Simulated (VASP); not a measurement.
## H2CS2O: relaxation of the atoms with PBE+D3(BJ)

H2CS2O:

```
S C O H
1.0
     7.97387    0.00000    0.00000
     0.00000    7.97387    0.00000
     0.00000    0.00000    7.97387
S C O H
6 3 3 6
Direct
  0.92453 0.84088 0.71327
  0.97679 0.00940 0.36372
  0.44920 0.36703 0.97495
  0.61028 0.01808 0.04980
  0.05034 0.61593 0.05207
  0.81999 0.44387 0.31787
  0.95066 0.92514 0.53850
  0.52974 0.19256 0.01238
  0.93517 0.52990 0.18497
  0.14310 0.55903 0.58411
  0.40077 0.87486 0.68785
  0.93727 0.25543 0.93758
  0.06275 0.60765 0.50708
  0.25067 0.59641 0.54184
  0.38237 0.97966 0.62926
  0.39902 0.79125 0.59976
  0.85164 0.32728 0.89004
  0.90503 0.14384 0.90207
```

The cell was built by a generator and needn't be a form met in nature.

```yaml
Program: VASP 6.6.1
Task: relaxation of the atoms
Functional: PBE
Dispersion: D3(BJ)
Potentials_or_basis: VASP PAW PBE potentials, release 64 (S, C, O, H)
Cutoff: 520 eV
k_mesh: 1 × 1 × 1
Occupations: fermi-dirac, width 0.05 eV
Spin: no spin polarisation
Dipole_correction: no
Further_INCAR_settings: LREAL = Auto; ALGO = Normal; EDIFF = 1e-07; IBRION = 2; EDIFFG = -0.3; NSW = 35
```

| Item | Value |
| --- | --- |
| Energy gained by relaxing | 0.6 meV/atom |
| Ionic steps | 3 |
| Pressure after relaxing | 0.0 GPa |
| Largest force after relaxing | 0.295 eV/Å |
| Band gap on the k mesh | 3.40 eV, direct |
| Dispersion energy per atom | -0.059 eV |

Forces on the atoms (eV/Å):
```
S   -0.165  0.153  0.081
S    0.037 -0.033  0.084
S    0.008 -0.097 -0.036
S   -0.065 -0.040  0.075
S    0.097  0.088  0.042
S    0.055  0.113 -0.067
C   -0.079  0.229 -0.138
C   -0.093  0.053  0.005
C   -0.163 -0.033  0.178
O   -0.101 -0.111 -0.169
O    0.046  0.133 -0.070
O   -0.021 -0.102 -0.189
H    0.130 -0.212  0.159
H    0.102 -0.096 -0.076
H   -0.015 -0.048  0.092
H    0.062  0.061  0.015
H    0.131 -0.054  0.035
H    0.033 -0.006 -0.023
```

Stress tensor (GPa, compression positive):
```
 0.08  0.07 -0.02
 0.07  0.13  0.21
-0.02  0.21 -0.18
```

The path:
```tsv
step	energy change (eV)	largest force (eV/Å)	pressure (GPa)
1	0.0000	0.4251	-0.05
2	0.0213	1.0665	0.14
3	-0.0100	0.2953	0.01
```

Final structure:
```yaml
crystal:
  lattice:
    - [7.97387, 0.00000, 0.00000]
    - [0.00000, 7.97387, 0.00000]
    - [0.00000, 0.00000, 7.97387]
  atoms:
    - { symbol: S, position: [0.92427, 0.84155, 0.71276] }
    - { symbol: S, position: [0.97687, 0.00929, 0.36397] }
    - { symbol: S, position: [0.44934, 0.36656, 0.97493] }
    - { symbol: S, position: [0.60986, 0.01857, 0.04984] }
    - { symbol: S, position: [0.04999, 0.61570, 0.05282] }
    - { symbol: S, position: [0.82018, 0.44415, 0.31765] }
    - { symbol: C, position: [0.95038, 0.92536, 0.53882] }
    - { symbol: C, position: [0.52968, 0.19235, 0.01246] }
    - { symbol: C, position: [0.93531, 0.53020, 0.18477] }
    - { symbol: O, position: [0.14364, 0.55834, 0.58441] }
    - { symbol: O, position: [0.40098, 0.87474, 0.68822] }
    - { symbol: O, position: [0.93784, 0.25540, 0.93760] }
    - { symbol: H, position: [0.06234, 0.60763, 0.50675] }
    - { symbol: H, position: [0.25085, 0.59619, 0.54167] }
    - { symbol: H, position: [0.38223, 0.98012, 0.62913] }
    - { symbol: H, position: [0.39915, 0.79123, 0.59961] }
    - { symbol: H, position: [0.85148, 0.32754, 0.88987] }
    - { symbol: H, position: [0.90494, 0.14326, 0.90183] }
```

Levels at points of the mesh, in eV from the valence-band top:
```csv
k point,band 32,band 33,band 34,band 35,band 36,band 37,band 38,band 39,band 40,band 41
"(0.00, 0.00, 0.00)",-0.42,-0.37,-0.17,-0.04,0.00,3.40,3.50,3.54,3.63,3.78
```

Run time: 3 min on 1 thread of AMD EPYC 7R43 64-Core Processor (Zen 3), with other jobs on the host, peak memory 0.49 GiB.

Caveat: the relaxation stopped at a loose force limit of 0.3 eV/Å, so its end isn't a converged minimum.
